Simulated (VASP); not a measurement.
# Sn2H3Br in VASP: further runs, part 2 of 2

VASP 6.6.1.

## 3. Relaxation of cell and atoms, PBE

This run uses another cell than the first one, of the same volume but with other edges.

Contents of INCAR:

```
SYSTEM = Sn2H3Br
ALGO = Fast ; EDIFF = 1E-4
EDIFFG = -0.08 ; ENCUT = 520
GGA = PE ; IBRION = 2
ISIF = 3 ; ISMEAR = 0
KPAR = 2 ; LASPH = .True.
LCHARG = .False. ; LREAL = .False.
LWAVE = .False. ; NELM = 60
NSW = 24 ; PREC = Normal
SIGMA = 0.15
```

Contents of KPOINTS:

```
k-points
0
Gamma
  4 4 2
  0 0 0
```

Contents of POSCAR:

```
Sn2H3Br
1.0
    4.0156672400      0.0000000000      0.0000000000
   -2.0078336200      3.4776698400      0.0000000000
    0.0000000000      0.0000000000      7.9270243500
Sn H Br
2 3 1
Direct
    0.3333333300      0.6666666700      0.7520078400
    0.3333333300      0.6666666700      0.2479921600
    0.6666666700      0.3333333300      0.0000000000
    0.0000000000      0.0000000000      0.5000000000
    0.0000000000      0.0000000000      0.0000000000
    0.6666666700      0.3333333300      0.5000000000
```

Potentials or basis: VASP PAW PBE potentials, release 64 (Sn_d, H, Br).

On the command line:

```bash
$ cat potpaw_PBE.64/Sn_d/POTCAR potpaw_PBE.64/H/POTCAR potpaw_PBE.64/Br/POTCAR > POTCAR
$ mpirun -np 2 vasp_std > vasp.out
```

OUTCAR:

```text
SYSTEM = Sn2H3Br
   EDIFF = 1E-4
   EDIFFG = -0.08
   ENCUT = 520
   GGA = PE
   IBRION = 2
   ISIF = 3
   ISMEAR = 0
   LASPH = .True.
   LREAL = .False.
   NELM = 60
   NSW = 24
   PREC = Normal

 ion  position               nearest neighbor table
   1  0.333  0.667  0.752-   6 3.06   6 3.06   6 3.06
   2  0.333  0.667  0.248-   6 3.06   6 3.06   6 3.06
   3  0.667  0.333  0.000-
   4  0.000  0.000  0.500-
   5  0.000  0.000  0.000-
   6  0.667  0.333  0.500-   1 3.06   2 3.06   1 3.06   2 3.06   1 3.06   2 3.06

  LATTYP: Found a hexagonal cell.
 ALAT       =     4.0156672400
 C/A-ratio  =     1.9740242097

  Lattice vectors:

 A1 = (   4.0156672400,   0.0000000000,   0.0000000000)
 A2 = (  -2.0078336200,   3.4776698400,   0.0000000000)
 A3 = (   0.0000000000,   0.0000000000,   7.9270243500)
[... 177 lines left out ...]
  Total       -1.3473726     -1.3473726     -1.8276961      0.0000000      0.0000000     -0.0000000
  in kB      -19.5003338    -19.5003337    -26.4519869      0.0000000      0.0000000     -0.0000000
  external PRESSURE =     -21.8175515 kB  Pullay stress =       0.0000000 kB
[... 534 lines left out ...]
     22       7.4533      0.00000
     23       8.0336      0.00000

[... ionic steps 4 to 14 ...]

--------------------------------------- Ionic step       15  -------------------------------------------

 number of electron      38.0000067 magnetization

------------------------ aborting loop because EDIFF is reached ----------------------------------------
[... 75 lines left out ...]
--------------------------------------- Ionic step       17  -------------------------------------------

 number of electron      38.0000028 magnetization

 Free energy of the ion-electron system (eV)
  ---------------------------------------------------
  ext. energy  EPLUGINS =         0.00000000
  ---------------------------------------------------
  free energy    TOTEN  =       -16.56115424 eV

  energy without entropy =      -16.54557546  energy(sigma->0) =      -16.55336485

 E-fermi :   4.7015     XC(G=0):  -8.8756

 val. band max:        4.6042628594   @ k =   0.0000   0.0000   0.5000
 cond. band min:       4.7898864272   @ k =   0.5000   0.0000   0.0000
 fundamental gap:      0.1856235678
 Fermi energy:         4.7015186955
[... 239 lines left out ...]
  FREE ENERGIE OF THE ION-ELECTRON SYSTEM (eV)
  ---------------------------------------------------
  free  energy   TOTEN  =       -16.5611542445 eV

  energy  without entropy=      -16.5455754586  energy(sigma->0) =      -16.55336485

 reached required accuracy - stopping structural energy minimisation
```

OSZICAR:

```text
N       E                     dE             d eps       ncg     rms          rms(c)
DAV:   1     0.322213767222E+03    0.32221E+03   -0.18522E+04   368   0.205E+03
DAV:   2     0.269969841158E+02   -0.29522E+03   -0.29130E+03   375   0.497E+02
DAV:   3    -0.133383375782E+02   -0.40335E+02   -0.39650E+02   452   0.163E+02
[... 181 lines left out ...]
DAV:   1    -0.165678650542E+02   -0.75141E-02   -0.27536E-01   455   0.528E+00    0.453E-01
RMM:   2    -0.165626992711E+02    0.51658E-02   -0.13029E-02   407   0.130E+00    0.221E-01
RMM:   3    -0.165610104390E+02    0.16888E-02   -0.63577E-03   395   0.798E-01    0.583E-02
RMM:   4    -0.165611398394E+02   -0.12940E-03   -0.21710E-03   453   0.371E-01    0.488E-02
RMM:   5    -0.165611542445E+02   -0.14405E-04   -0.24031E-04   236   0.144E-01
  17 F= -.16561154E+02 E0= -.16553365E+02  d E =-.313184E-01
```

CONTCAR:

```text
Sn2H3Br
   1.00000000000000
     3.4339634905781020   -0.0000000000000000   -0.0000000000000000
    -1.7169817452890510    2.9738996167502014    0.0000000000000000
     0.0000000000000000   -0.0000000000000000   10.9001225089051026
  Sn              H               Br
     2     3     1
Direct
     0.3333333300000021    0.6666666699999979    0.8577901905232544
     0.3333333300000021    0.6666666699999979    0.1422098094767455
     0.6666666699999979    0.3333333300000021    0.0000000000000000
     0.0000000000000000    0.0000000000000000    0.5000000000000000
     0.0000000000000000    0.0000000000000000    0.0000000000000000
     0.6666666699999979    0.3333333300000021    0.5000000000000000

  0.00000000E+00  0.00000000E+00  0.00000000E+00
  0.00000000E+00  0.00000000E+00  0.00000000E+00
  0.00000000E+00  0.00000000E+00  0.00000000E+00
  0.00000000E+00  0.00000000E+00  0.00000000E+00
  0.00000000E+00  0.00000000E+00  0.00000000E+00
  0.00000000E+00  0.00000000E+00  0.00000000E+00
```

Wall time 1.7 min (2 MPI ranks of Intel Xeon Platinum 8559C (Emerald Rapids), shared host); peak memory 0.18 GiB.

Results:

| Property | Result |
| --- | --- |
| Free energy | -16.5612 eV |
| Relaxed volume | 18.55 Å³/atom |
| Relaxed cell | a = 3.434 Å, b = 3.434 Å, c = 10.900 Å, α = 90.00°, β = 90.00°, γ = 120.00° |
| Space group after relaxing (to 0.05 Å) | P-6m2 (No. 187) |
| Energy gained by relaxing | 432.8 meV/atom |
| Ionic steps | 17 |
| Pressure after relaxing | -0.2 GPa |
| Largest force after relaxing | 0.075 eV/Å |
| Band gap on the k mesh | none (metal or under the smearing width) |

Forces in eV/Å, atoms in the order of the input:
```
Sn   0.000  0.000 -0.075
Sn   0.000  0.000  0.075
H    0.000  0.000  0.000
H    0.000  0.000  0.000
H    0.000  0.000  0.000
Br   0.000  0.000  0.000
```

Stress tensor (GPa, compression positive):
```
-0.23  0.00  0.00
 0.00 -0.23  0.00
 0.00  0.00 -0.14
```

Step by step:
```tsv
step	energy change (eV)	largest force (eV/Å)	pressure (GPa)	volume (Å³)
1	0.0000	1.4542	-2.18	110.70
2	-0.2630	1.5178	-1.76	106.72
3	-0.8460	0.9533	0.87	95.36
4	25.1703	20.2718	43.76	75.08
5	-0.7770	1.1195	0.50	94.74
6	-0.5699	1.2995	8.32	84.54
7	-0.8350	0.8811	2.62	91.82
8	-0.8445	0.5078	4.02	89.95
9	-1.0098	0.4743	2.70	91.75
10	-1.0265	0.8843	2.86	92.39
11	-1.2685	0.6424	1.02	95.19
12	-2.0200	0.0229	-2.16	103.07
13	-2.4878	0.5369	-3.40	116.55
14	-2.5364	0.4056	0.18	112.32
15	-2.5656	0.4469	-1.25	113.91
16	-2.5962	0.2199	-0.22	110.90
17	-2.5969	0.0746	-0.20	111.31
```

Final structure:
```
Sn H Br
1.0
     3.43396    0.00000    0.00000
    -1.71698    2.97390    0.00000
     0.00000    0.00000   10.90012
Sn H Br
2 3 1
Cartesian
  0.0000 1.9826 9.3500
  0.0000 1.9826 1.5501
  1.7170 0.9913 0.0000
  0.0000 0.0000 5.4501
  0.0000 0.0000 0.0000
  1.7170 0.9913 5.4501
```

Caveat: the k mesh is coarse (spacing up to 0.45 Å⁻¹), so the values aren't converged; this functional lacks dispersion, which binds the layers, so the pressure and a relaxed spacing across them are unreliable; the relaxation stopped at a loose force limit of 0.08 eV/Å, so its end isn't a converged minimum.

## 4. Relaxation of cell and atoms, PBE

This run uses another cell than the first one, of 17.73 Å³/atom, 0.960 times its volume.

INCAR is that of step 3.

KPOINTS is that of step 3.

Contents of POSCAR:

```
Sn2H3Br
1.0
    3.2617226600      0.0000000000      0.0000000000
    0.0000000000      3.2617226600      0.0000000000
    0.0000000000      0.0000000000      9.9972862400
Sn H Br
2 3 1
Direct
    0.0000000000      0.0000000000      0.3392778000
    0.0000000000      0.0000000000      0.6607222000
    0.5000000000      0.5000000000      0.1817286000
    0.5000000000      0.5000000000      0.5000000000
    0.5000000000      0.5000000000      0.8182714000
    0.0000000000      0.0000000000      0.0000000000
```

Potentials or basis: VASP PAW PBE potentials, release 64 (Sn_d, H, Br).

On the command line:

```bash
$ cat potpaw_PBE.64/Sn_d/POTCAR potpaw_PBE.64/H/POTCAR potpaw_PBE.64/Br/POTCAR > POTCAR
$ mpirun -np 2 vasp_std > vasp.out
```

OUTCAR:

```text
SYSTEM = Sn2H3Br
   EDIFF = 1E-4
   EDIFFG = -0.08
   ENCUT = 520
   GGA = PE
   IBRION = 2
   ISIF = 3
   ISMEAR = 0
   LASPH = .True.
   LREAL = .False.
   NELM = 60
   NSW = 24
   PREC = Normal

 ion  position               nearest neighbor table
   1  0.000  0.000  0.339-   2 3.21
   2  0.000  0.000  0.661-   1 3.21
   3  0.500  0.500  0.182-
   4  0.500  0.500  0.500-
   5  0.500  0.500  0.818-
   6  0.000  0.000  0.000-

  LATTYP: Found a simple tetragonal cell.
 ALAT       =     3.2617226600
 C/A-ratio  =     3.0650325862

  Lattice vectors:

 A1 = (   3.2617226600,   0.0000000000,   0.0000000000)
 A2 = (   0.0000000000,   3.2617226600,   0.0000000000)
 A3 = (   0.0000000000,   0.0000000000,   9.9972862400)

Analysis of symmetry for initial positions (statically):
=====================================================================
 Subroutine PRICEL returns:
 Original cell was already a primitive cell.

 Routine SETGRP: Setting up the symmetry group for a
 simple tetragonal supercell.

 Subroutine GETGRP returns: Found 16 space group operations
 (whereof 16 operations were pure point group operations)
 out of a pool of 16 trial point group operations.

The static configuration has the point symmetry D_4h.

Analysis of symmetry for dynamics (positions and initial velocities):
=====================================================================
 Subroutine PRICEL returns:
 Original cell was already a primitive cell.

 Routine SETGRP: Setting up the symmetry group for a
 simple tetragonal supercell.

 Subroutine GETGRP returns: Found 16 space group operations
 (whereof 16 operations were pure point group operations)
 out of a pool of 16 trial point group operations.

The dynamic configuration has the point symmetry D_4h.

 Subroutine INISYM returns: Found 16 space group operations
 (whereof 16 operations are pure point group operations),
 and found     1 'primitive' translations

----------------------------------------------------------------------------------------

                                     Primitive cell

  volume of cell :     106.3595

  direct lattice vectors                    reciprocal lattice vectors
     3.261722660  0.000000000  0.000000000     0.306586459  0.000000000  0.000000000
     0.000000000  3.261722660  0.000000000     0.000000000  0.306586459  0.000000000
     0.000000000  0.000000000  9.997286240     0.000000000  0.000000000  0.100027145

  length of vectors
     3.261722660  3.261722660  9.997286240     0.306586459  0.306586459  0.100027145

  position of ions in fractional coordinates (direct lattice)
     0.000000000  0.000000000  0.339277800
     0.000000000  0.000000000  0.660722200
     0.500000000  0.500000000  0.181728600
     0.500000000  0.500000000  0.500000000
     0.500000000  0.500000000  0.818271400
     0.000000000  0.000000000  0.000000000

  ion indices of the primitive-cell ions
   primitive index   ion index
                 1           1
                 2           2
                 3           3
                 4           4
                 5           5
                 6           6

----------------------------------------------------------------------------------------

 KPOINTS: k-points

Automatic generation of k-mesh.
 Grid dimensions read from file:
 generate k-points for:    4    4    2

 Generating k-lattice:

  Cartesian coordinates                     Fractional coordinates (reciprocal lattice)
     0.076646615  0.000000000  0.000000000     0.250000000  0.000000000  0.000000000
     0.000000000  0.076646615  0.000000000     0.000000000  0.250000000  0.000000000
     0.000000000  0.000000000  0.050013572     0.000000000  0.000000000  0.500000000

  Length of vectors
     0.076646615  0.076646615  0.050013572

  Shift w.r.t. Gamma in fractional coordinates (k-lattice)
     0.000000000  0.000000000  0.000000000

 Subroutine IBZKPT returns following result:
 ===========================================

 Found     12 irreducible k-points:

 Following reciprocal coordinates:
            Coordinates               Weight
  0.000000  0.000000  0.000000      1.000000
  0.250000  0.000000  0.000000      4.000000
  0.500000  0.000000  0.000000      2.000000
  0.250000  0.250000  0.000000      4.000000
  0.500000  0.250000  0.000000      4.000000
  0.500000  0.500000  0.000000      1.000000
  0.000000  0.000000  0.500000      1.000000
  0.250000  0.000000  0.500000      4.000000
  0.500000  0.000000  0.500000      2.000000
  0.250000  0.250000  0.500000      4.000000
  0.500000  0.250000  0.500000      4.000000
  0.500000  0.500000  0.500000      1.000000
   k-points           NKPTS =     12   k-points in BZ     NKDIM =     12   number of bands    NBANDS=     23
   number of dos      NEDOS =    301   number of ions     NIONS =      6
   total plane-waves  NPLWV =  18144
   dimension x,y,z NGX =    18 NGY =   18 NGZ =   56
   dimension x,y,z NGXF=    36 NGYF=   36 NGZF=  112
   ions per type =               2   3   1
   NGX,Y,Z   is equivalent  to a cutoff of   9.17,  9.17,  9.31 a.u.
   NGXF,Y,Z  is equivalent  to a cutoff of  18.35, 18.35, 18.62 a.u.
 SYSTEM =  Sn2H3Br
   PREC   = normal    normal or accurate (medium, high low for compatibility)
   ISTART =      0    job   : 0-new  1-cont  2-samecut
   ICHARG =      2    charge: 1-file 2-atom 10-const
   ISPIN  =      1    spin polarized calculation?
   LNONCOLLINEAR =      F non collinear calculations
   LSORBIT =      F    spin-orbit coupling
   LASPH  =      T    aspherical Exc in radial PAW
   ENCUT  =  520.0 eV  38.22 Ry    6.18 a.u.   6.06  6.06 18.59*2*pi/ulx,y,z
   NELM   =     60;   NELMIN=  2; NELMDL= -5     # of ELM steps
   EDIFF  = 0.1E-03   stopping-criterion for ELM
   LREAL  =      F    real-space projection
   EDIFFG = -.8E-01   stopping-criterion for IOM
   NSW    =     24    number of steps for IOM
   IBRION =      2    ionic relax: 0-MD 1-quasi-New 2-CG
   NFREE  =      1    steps in history (QN), initial steepest desc. (CG)
   ISIF   =      3    stress and relaxation
   ISYM   =      2    0-nonsym 1-usesym 2-fastsym
   POTIM  = 0.5000    time-step for ionic-motion
   TEBEG  =    0.0;   TEEND  =   0.0 temperature during run
   PSTRESS=    0.0 pullay stress
   NELECT =      38.0000    total number of electrons
   NUPDOWN=      -1.0000    fix difference up-down
   EMIN   =  10.00;   EMAX   =-10.00  energy-range for DOS
   EFERMI =   0.00;   METHOD = LEGACY
   ISMEAR =     0;   SIGMA  =   0.15  broadening in eV -4-tet -1-fermi 0-gaus
   EFERMI_NEDOS =   21; number of points for ismear=-14 and -15
   IALGO  =     68    algorithm
   IMIX   =      4    mixing-type and parameters
     AMIX     =   0.40;   BMIX     =  1.00
     AMIX_MAG =   1.60;   BMIX_MAG =  1.00
  volume/ion in A,a.u.               =      17.73       119.62
  Fermi-wavevector in a.u.,A,eV,Ry     =   1.161655  2.195210 18.360289  1.349443
  Thomas-Fermi vector in A             =   2.298225
   LORBIT       =      0    0 simple, 1 ext, 2 COOP (PROOUT), +10 PAW based schemes
   GGA     = PE    functional components
   LHFCALC =     F    Hartree Fock is set to
   AEXX    =    0.0000 exact exchange contribution
   IVDW    =     0    specifies the selected vdW correction
   LEPSILON=     F    determine dielectric tensor
   LRPA    =     F    only Hartree local field effects (RPA)
 conjugate gradient relaxation of ions
 non-spin polarized calculation
 RMM-DIIS sequential band-by-band and
 Gauss-broadening in eV      SIGMA  =   0.15
  energy-cutoff  :      520.00
  volume of cell :      106.36
 maximum number of plane-waves:      2888
   NGX = 13   NGY = 13   NGZ = 37

--------------------------------------- Ionic step        1  -------------------------------------------

 number of electron      38.0000053 magnetization

 Free energy of the ion-electron system (eV)
  ---------------------------------------------------
  ext. energy  EPLUGINS =         0.00000000
  ---------------------------------------------------
  free energy    TOTEN  =       -15.05205769 eV

  energy without entropy =      -15.01524988  energy(sigma->0) =      -15.03365378

------------------------ aborting loop because EDIFF is reached ----------------------------------------

  FORCE on cell =-STRESS in cart. coord.  units (eV):
  Direction    XX          YY          ZZ          XY          YZ          ZX
  --------------------------------------------------------------------------------------
  -------------------------------------------------------------------------------------
  Total       -2.7085536     -2.7085536     -4.3602361      0.0000000      0.0000000      0.0000000
  in kB      -40.8010953    -40.8010953    -65.6817025      0.0000000      0.0000000      0.0000000
  external PRESSURE =     -49.0946311 kB  Pullay stress =       0.0000000 kB
[... 423 lines left out ...]
     22       5.0485      1.99998
     23       5.2059      1.99485

[... ionic steps 4 to 11 ...]

--------------------------------------- Ionic step       12  -------------------------------------------

 number of electron      38.0000045 magnetization

------------------------ aborting loop because EDIFF is reached ----------------------------------------
[... 394 lines left out ...]
--------------------------------------- Ionic step       14  -------------------------------------------

 number of electron      37.9999956 magnetization

 Free energy of the ion-electron system (eV)
  ---------------------------------------------------
  ext. energy  EPLUGINS =         0.00000000
  ---------------------------------------------------
  free energy    TOTEN  =       -16.67105103 eV

  energy without entropy =      -16.64642768  energy(sigma->0) =      -16.65873936

 E-fermi :   4.2784     XC(G=0):  -9.4462

 val. band max:        4.2755130669   @ k =   0.0000   0.0000   0.5000
 cond. band min:       4.3064533250   @ k =   0.5000   0.0000   0.0000
 fundamental gap:      0.0309402581
 Fermi energy:         4.2784067348
[... 343 lines left out ...]
  FREE ENERGIE OF THE ION-ELECTRON SYSTEM (eV)
  ---------------------------------------------------
  free  energy   TOTEN  =       -16.6710510306 eV

  energy  without entropy=      -16.6464276807  energy(sigma->0) =      -16.65873936

 reached required accuracy - stopping structural energy minimisation
```

It took 87 s on 2 MPI ranks of Intel Xeon Platinum 8559C (Emerald Rapids), shared host; peak memory 0.16 GiB.

Results:

| Quantity | Value |
| --- | --- |
| Free energy | -16.6711 eV |
| Relaxed volume | 16.97 Å³/atom |
| Relaxed cell | a = 3.274 Å, b = 3.274 Å, c = 9.501 Å, α = 90.00°, β = 90.00°, γ = 90.00° |
| Space group after relaxing (to 0.05 Å) | P4/mmm (No. 123) |
| Energy gained by relaxing | 269.8 meV/atom |
| Ionic steps | 14 |
| Pressure after relaxing | -0.1 GPa |
| Largest force after relaxing | 0.041 eV/Å |
| Band gap on the k mesh | none (metal or under the smearing width) |

Forces in eV/Å, atoms in the order of the input:
```
Sn   0.000  0.000  0.014
Sn   0.000  0.000 -0.014
H    0.000  0.000  0.041
H    0.000  0.000  0.000
H    0.000  0.000 -0.041
Br   0.000  0.000  0.000
```

Stress tensor (GPa, compression positive):
```
 0.19  0.00  0.00
 0.00  0.19  0.00
 0.00  0.00 -0.74
```

The path:
```tsv
step	energy change (eV)	largest force (eV/Å)	pressure (GPa)	volume (Å³)
1	0.0000	1.4125	-4.91	106.36
2	-0.5296	1.2602	-2.56	98.21
3	-0.2856	0.9188	19.58	76.21
4	-0.8011	1.0866	2.41	89.83
5	-0.8336	0.9747	5.68	85.83
6	-1.1496	0.6915	5.27	88.51
7	-1.2760	0.6080	5.44	91.02
8	-1.4870	0.4539	-1.58	102.99
9	-1.4895	0.4553	-0.74	101.37
10	-1.5255	0.3780	-0.49	101.13
11	-1.5830	0.1515	0.07	100.39
12	-1.5854	0.1411	0.55	100.17
13	-1.6112	0.0529	-0.03	101.19
14	-1.6190	0.0409	-0.12	101.82
```

Final structure:
```xyz
6
Lattice="3.2736 0.0000 0.0000 0.0000 3.2736 0.0000 0.0000 0.0000 9.5010" Properties=species:S:1:pos:R:3 pbc="T T T"
Sn    3.2736    0.0000    2.9049
Sn    0.0000    3.2736    6.5961
H     1.6368    1.6368    2.4386
H     1.6368    1.6368    4.7505
H     1.6368    1.6368    7.0625
Br    0.0000    0.0000    0.0000
```

Levels at points of the mesh, in eV from the Fermi level:
```csv
k point,band 16,band 17,band 18,band 19,band 20,band 21,band 22,band 23
"(0.00, 0.00, 0.00)",-0.40,-0.40,0.94,1.82,4.08,4.61,4.63,4.63
"(0.50, 0.00, 0.00)",-3.83,-2.56,-0.84,0.03,0.08,4.29,4.75,5.42
"(0.50, 0.50, 0.00)",-2.97,-2.45,-1.29,-1.29,-1.17,-1.17,-1.16,0.10
"(0.00, 0.00, 0.50)",-0.40,-0.40,0.00,1.87,2.94,4.44,4.44,5.78
"(0.50, 0.00, 0.50)",-3.60,-3.35,-1.08,0.08,1.98,2.69,4.69,5.44
"(0.50, 0.50, 0.50)",-2.95,-2.49,-2.06,-1.65,-1.65,-0.78,-0.78,0.13
```

Caveat: the k mesh is coarse (spacing up to 0.48 Å⁻¹), so the values aren't converged; the relaxation stopped at a loose force limit of 0.08 eV/Å, so its end isn't a converged minimum.
